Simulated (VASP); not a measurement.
Output of a VASP run:

### OSZICAR
```
       N       E                     dE             d eps       ncg     rms          rms(c)
DAV:   1     0.375066773071E+02    0.37507E+02   -0.79965E+03  3230   0.149E+03
DAV:   2    -0.537328793915E+02   -0.91240E+02   -0.88004E+02  3430   0.346E+02
DAV:   3    -0.553184217597E+02   -0.15855E+01   -0.15744E+01  3609   0.449E+01
DAV:   4    -0.553259222936E+02   -0.75005E-02   -0.75000E-02  3436   0.345E+00
DAV:   5    -0.553259846519E+02   -0.62358E-04   -0.62357E-04  3622   0.309E-01    0.255E+01
DAV:   6    -0.504879974659E+02    0.48380E+01   -0.21707E+00  3331   0.219E+01    0.590E+00
DAV:   7    -0.512669265052E+02   -0.77893E+00   -0.18504E-01  3208   0.565E+00    0.356E+00
DAV:   8    -0.506340461175E+02    0.63288E+00   -0.42893E-01  3226   0.911E+00    0.318E+00
DAV:   9    -0.510535252300E+02   -0.41948E+00   -0.86019E-02  3331   0.341E+00    0.128E+00
DAV:  10    -0.510770262472E+02   -0.23501E-01   -0.11651E-02  3217   0.139E+00    0.572E-01
DAV:  11    -0.510773946407E+02   -0.36839E-03   -0.13888E-03  3508   0.508E-01    0.123E-01
DAV:  12    -0.510774498729E+02   -0.55232E-04   -0.26656E-04  3265   0.243E-01    0.498E-02
DAV:  13    -0.510774729251E+02   -0.23052E-04   -0.41839E-05  3310   0.100E-01    0.300E-02
DAV:  14    -0.510774690867E+02    0.38384E-05   -0.14090E-06  3577   0.164E-02    0.241E-02
DAV:  15    -0.510774644552E+02    0.46315E-05   -0.17825E-05  3316   0.617E-02    0.382E-03
DAV:  16    -0.510774615781E+02    0.28771E-05   -0.92440E-07  3390   0.115E-02    0.213E-03
DAV:  17    -0.510774633346E+02   -0.17565E-05   -0.76920E-08  1965   0.411E-03    0.897E-04
DAV:  18    -0.510774634249E+02   -0.90356E-07   -0.20883E-08  1625   0.240E-03
   1 F= -.51077463E+02 E0= -.51077323E+02  d E =-.422674E-03
```

OUTCAR:
```
------------------------ aborting loop because EDIFF is reached ----------------------------------------
  FORCE on cell =-STRESS in cart. coord.  units (eV):
  Direction    XX          YY          ZZ          XY          YZ          ZX
  --------------------------------------------------------------------------------------
  Total        2.0878110      2.0878110      2.0878110      0.0000000      0.0000000      0.0000000
  in kB      223.9787867    223.9787867    223.9787867      0.0000000      0.0000000      0.0000000
  external PRESSURE =     223.9787867 kB  Pullay stress =       0.0000000 kB
  volume of cell :       14.93
      direct lattice vectors                 reciprocal lattice vectors
    -1.551356564  1.551356564  1.551356564     0.000000000  0.322298569  0.322298569
     1.551356564 -1.551356564  1.551356564     0.322298569  0.000000000  0.322298569
     1.551356564  1.551356564 -1.551356564     0.322298569  0.322298569  0.000000000
 POSITION                                       TOTAL-FORCE (eV/Angst)
 -----------------------------------------------------------------------------------
      0.00000      0.00000      0.00000        -0.000000     -0.000000      0.000000
 -----------------------------------------------------------------------------------
    total drift:                                0.000000     -0.000000      0.000000
  FREE ENERGIE OF THE ION-ELECTRON SYSTEM (eV)
  ---------------------------------------------------
  free  energy   TOTEN  =       -51.0774634249 eV

  energy  without entropy=      -51.0770407514  energy(sigma->0) =      -51.07732253
```
(Selected blocks of OUTCAR.)

File POSCAR:
```
W
1
   -1.5513565639     1.5513565639     1.5513565639
    1.5513565639    -1.5513565639     1.5513565639
    1.5513565639     1.5513565639    -1.5513565639
W
1
Direct
  0.0000000000   0.0000000000   0.0000000000
```

Q: Write an INCAR and KPOINTS that could have produced this output.

A: Several could match; the one computed here: the input of the run itself, r2SCAN+rVV10, plane waves, VASP's PBE PAW potentials (set 64).

### INCAR
```
ENCUT = 520
LWAVE = .False.
LMAXMIX = 6
SYSTEM = W
LCHARG = .False.
LUSE_VDW = .True.
CPARAM = 0.0093
METAGGA = R2SCAN
BPARAM = 11.95
LMIXTAU = .True.
SIGMA = 0.1   ! width (eV)
LREAL = .False.   ! projection in real space or not
EDIFF = 1E-7   ! SCF stop (eV)
ISIF = 2   ! forces and stress, cell fixed
LASPH = .True.
ALGO = Normal   ! blocked Davidson
NELM = 100   ! most electronic steps
PREC = Accurate
ISMEAR = 1
```

**KPOINTS**
```
kpoints
0
gamma
16 16 16
```

POTCAR, in this order: W_sv (PBE.64 set). Program: vasp_std.

The compound is W in the bcc structure. This cell is one point of a volume scan, at 0.94 of the reference volume.
